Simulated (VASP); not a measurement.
WSe2:

```
W Se
1.0
     3.21111    0.00000    0.00000
    -1.60556    2.78090    0.00000
     0.00000    0.00000   12.64902
W Se
2 4
Direct
  0.33333 0.66667 0.25000
  0.66667 0.33333 0.75000
  0.33333 0.66667 0.61973
  0.66667 0.33333 0.11973
  0.33333 0.66667 0.88027
  0.66667 0.33333 0.38027
```

The cell isn't the ideal one: a relaxed cell with its volume scaled by 0.96.

```yaml
Program: VASP 6.6.1
Task: relaxation of shape and atoms at fixed volume
Functional: LDA
Potentials_or_basis: VASP PAW LDA potentials, release 64 (W_sv, Se)
Cutoff: 600 eV
k_mesh: 9 × 9 × 2
Occupations: gaussian, width 0.03 eV
Spin: no spin polarisation
```

At the start: pressure 6.8 GPa; volume 18.83 Å³/atom.

Where does the relaxation end?

Over 7 steps the energy falls by 11.0 meV/atom; space group P6_3/mmc (No. 194, to 0.05 Å).

The path:
```csv
step,energy change (eV),largest force (eV/Å),pressure (GPa)
1,0.0000,0.7389,6.82
2,-0.0442,0.0543,3.03
3,-0.0457,0.0640,3.60
4,-0.0615,0.0367,2.90
5,-0.0658,0.0113,2.35
6,-0.0658,0.0101,2.32
7,-0.0658,0.0073,2.25
```

Final structure:
```yaml
crystal:
  lattice:
    - [3.23311, 0.00000, 0.00000]
    - [-1.61656, 2.79996, 0.00000]
    - [0.00000, 0.00000, 12.47745]
  atoms:
    - { symbol: W, position: [0.33333, 0.66667, 0.25000] }
    - { symbol: W, position: [0.66667, 0.33333, 0.75000] }
    - { symbol: Se, position: [0.33333, 0.66667, 0.61581] }
    - { symbol: Se, position: [0.66667, 0.33333, 0.11581] }
    - { symbol: Se, position: [0.33333, 0.66667, 0.88419] }
    - { symbol: Se, position: [0.66667, 0.33333, 0.38419] }
```
